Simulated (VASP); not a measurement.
These are optB88-vdW, VASP's PBE PAW potentials (set 64) (plane waves; VASP) values and carry that method's errors.

VASP input:

POSCAR:
```
ZnS
1
    1.8920628449    -3.2771489373    -0.0000000000
    1.8920628449     3.2771489373     0.0000000000
    0.0000000000     0.0000000000     6.1960444575
Zn S
2 2
Direct
  0.6666670000   0.3333330000   0.5001341469
  0.3333330000   0.6666670000   0.0001341469
  0.6666670000   0.3333330000   0.8748658531
  0.3333330000   0.6666670000   0.3748658531
```

KPOINTS:
```
Automatic
0
Gamma
 6 6 4
0 0 0
```

### INCAR
```
# general
SYSTEM   = ZnS
PREC     = Accurate
ENCUT    = 520
LREAL    = .FALSE.   # projection in real space or not
LASPH    = .TRUE.   # aspherical one-centre terms

# electronic loop
EDIFF    = 1E-6
NELM     = 100   # most electronic steps
ALGO     = Normal
LMAXMIX  = 4   # l cut-off of mixed one-centre charges

# smearing
ISMEAR   = 0   # Gaussian
SIGMA    = 0.05   # width (eV)

# functional
GGA      = BO
LUSE_VDW = .TRUE.
AGGAC    = 0.0
PARAM1   = 0.1833333333
PARAM2   = 0.22

# ions
IBRION   = 2   # conjugate gradients
NSW      = 60   # most ionic steps
ISIF     = 3
EDIFFG   = -0.02   # ionic stop

# output
LWAVE    = .FALSE.
LCHARG   = .FALSE.
```

POTCAR, in this order: Zn S (PBE.64 set). Program: vasp_std.

What VASP printed:

### OSZICAR
```
       N       E                     dE             d eps       ncg     rms          rms(c)
DAV:   1     0.247776309881E+03    0.24778E+03   -0.17639E+04   924   0.198E+03
DAV:   2     0.171622811495E+02   -0.23061E+03   -0.22412E+03   966   0.382E+02
DAV:   3    -0.471716896244E+01   -0.21879E+02   -0.21757E+02  1116   0.120E+02
DAV:   4    -0.519236710416E+01   -0.47520E+00   -0.47473E+00  1080   0.184E+01
DAV:   5    -0.520157596405E+01   -0.92089E-02   -0.92078E-02  1136   0.245E+00    0.101E+01
DAV:   6    -0.430885425524E+01    0.89272E+00   -0.19639E+00  1476   0.405E+01    0.785E+00
DAV:   7    -0.434755002596E+01   -0.38696E-01   -0.20659E+00  1026   0.807E+00    0.350E+00
DAV:   8    -0.432439679006E+01    0.23153E-01   -0.15980E-01  1232   0.508E+00    0.121E+00
DAV:   9    -0.432489258888E+01   -0.49580E-03   -0.20810E-02  1276   0.273E+00    0.263E-01
DAV:  10    -0.432498211727E+01   -0.89528E-04   -0.16575E-03  1062   0.391E-01    0.118E-01
DAV:  11    -0.432504558512E+01   -0.63468E-04   -0.83496E-05  1166   0.116E-01    0.385E-02
DAV:  12    -0.432506386423E+01   -0.18279E-04   -0.37045E-05  1022   0.825E-02    0.843E-03
DAV:  13    -0.432506390107E+01   -0.36845E-07   -0.24162E-06   940   0.170E-02
   1 F= -.43250639E+01 E0= -.43250639E+01  d E =-.432506E+01
       N       E                     dE             d eps       ncg     rms          rms(c)
DAV:   1    -0.569942629986E+01   -0.13744E+01   -0.20718E+01  1074   0.889E+01    0.857E+00
DAV:   2    -0.455471237568E+01    0.11447E+01   -0.39576E+00  1056   0.407E+01    0.340E+00
DAV:   3    -0.440160825570E+01    0.15310E+00   -0.26226E-01  1224   0.576E+00    0.173E+00
DAV:   4    -0.436348856951E+01    0.38120E-01   -0.28938E-02   984   0.148E+00    0.691E-01
DAV:   5    -0.435770343003E+01    0.57851E-02   -0.38932E-03  1250   0.203E+00    0.147E-01
DAV:   6    -0.435783434972E+01   -0.13092E-03   -0.30070E-03  1132   0.875E-01    0.731E-02
DAV:   7    -0.435782536542E+01    0.89843E-05   -0.31097E-04  1272   0.155E-01    0.305E-02
DAV:   8    -0.435781788515E+01    0.74803E-05   -0.95468E-05  1062   0.247E-01    0.130E-02
DAV:   9    -0.435781831313E+01   -0.42798E-06   -0.87802E-06  1062   0.354E-02
   2 F= -.43578183E+01 E0= -.43578183E+01  d E =-.327544E-01
       N       E                     dE             d eps       ncg     rms          rms(c)
DAV:   1    -0.447031895697E+01   -0.11250E+00   -0.15444E+00  1074   0.221E+01    0.247E+00
DAV:   2    -0.437667679712E+01    0.93642E-01   -0.39420E-01  1050   0.161E+01    0.927E-01
DAV:   3    -0.436587646466E+01    0.10800E-01   -0.16728E-02   978   0.984E-01    0.446E-01
DAV:   4    -0.436330631110E+01    0.25702E-02   -0.15555E-03  1216   0.363E-01    0.282E-01
DAV:   5    -0.436266645817E+01    0.63985E-03   -0.47230E-04  1530   0.468E-01    0.305E-02
DAV:   6    -0.436267185986E+01   -0.54017E-05   -0.29837E-04  1002   0.216E-01    0.220E-02
DAV:   7    -0.436267046359E+01    0.13963E-05   -0.81151E-05  1002   0.535E-02    0.270E-02
DAV:   8    -0.436266786793E+01    0.25957E-05   -0.16933E-05  1032   0.336E-02    0.442E-03
DAV:   9    -0.436266781906E+01    0.48868E-07   -0.39437E-07   540   0.452E-03
   3 F= -.43626678E+01 E0= -.43626678E+01  d E =-.376039E-01
```

### OUTCAR
```
------------------------ aborting loop because EDIFF is reached ----------------------------------------
  FORCE on cell =-STRESS in cart. coord.  units (eV):
  Direction    XX          YY          ZZ          XY          YZ          ZX
  --------------------------------------------------------------------------------------
  Total       -0.0101540     -0.0101540      0.0506291      0.0000000      0.0000000      0.0000000
  in kB       -0.2024867     -0.2024867      1.0096267      0.0000000      0.0000000      0.0000000
  external PRESSURE =       0.2015511 kB  Pullay stress =       0.0000000 kB
  volume of cell :       80.34
      direct lattice vectors                 reciprocal lattice vectors
     1.919399896 -3.324498097  0.000000000     0.260498086 -0.150398642 -0.000000000
     1.919399896  3.324498097 -0.000000000     0.260498086  0.150398642  0.000000000
     0.000000000 -0.000000000  6.295473142     0.000000000  0.000000000  0.158844296
  FREE ENERGIE OF THE ION-ELECTRON SYSTEM (eV)
  ---------------------------------------------------
  free  energy   TOTEN  =        -4.3626678191 eV

  energy  without entropy=       -4.3626678191  energy(sigma->0) =       -4.36266782

 reached required accuracy - stopping structural energy minimisation
```
(Selected blocks of OUTCAR.)

File CONTCAR:
```
ZnS
   1.00000000000000
     1.9193998962952279   -3.3244980974607108    0.0000000000000000
     1.9193998962952279    3.3244980974607108   -0.0000000000000000
     0.0000000000000000   -0.0000000000000000    6.2954731418687961
  Zn              S
     2     2
Direct
     0.6666669999999968    0.3333330000000032    0.5002404296900271
     0.3333330000000032    0.6666669999999968    0.0002404296900271
     0.6666669999999968    0.3333330000000032    0.8747595703099729
     0.3333330000000032    0.6666669999999968    0.3747595703099729
```

Energy and stress use the plane-wave basis of the starting cell.

The compound is ZnS in the wurtzite structure, the high-temperature form. This run relaxes it. Symmetry was kept, so distortions that lower it aren't found.
